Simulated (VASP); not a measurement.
Here is a VASP 6.6.1 calculation.

INCAR

```
SYSTEM = C
  ALGO = Fast
  EDIFF = 1E-7
  ENCUT = 700
  GGA = PE
  ISIF = 2
  ISMEAR = 0
  IVDW = 12
  LASPH = .TRUE.
  LCHARG = .FALSE.
  LREAL = .FALSE.
  LWAVE = .FALSE.
  NELM = 80
  PREC = Accurate
  SIGMA = 0.02
```

File KPOINTS:

```
k-points
0
G
  12 12 4
  0 0 0
```

The input POSCAR:

```
C
1.0
    2.4560000000      0.0000000000      0.0000000000
   -1.2280000000      2.1269583900      0.0000000000
    0.0000000000      0.0000000000      6.6960000000
C
4
Direct
    0.0000000000      0.0000000000      0.7500000000
    0.0000000000      0.0000000000      0.2500000000
    0.3333333300      0.6666666700      0.7500000000
    0.6666666700      0.3333333300      0.2500000000
```

Potentials or basis: VASP PAW PBE potentials, release 64 (C).

The run is started by

```console
$ cat potpaw_PBE.64/C/POTCAR > POTCAR
$ mpirun -np 1 vasp_std > vasp.out
```

Q: Estimate the dispersion energy per atom.

A: -0.157 eV.

Q: Predict the band gap on the k mesh.

A: None (metal or under the smearing width).

Q: Predict the pressure.

A: 3.2 GPa.

Stress tensor (GPa, compression positive):
```
 4.90  0.00  0.00
 0.00  4.90  0.00
 0.00  0.00 -0.24
```
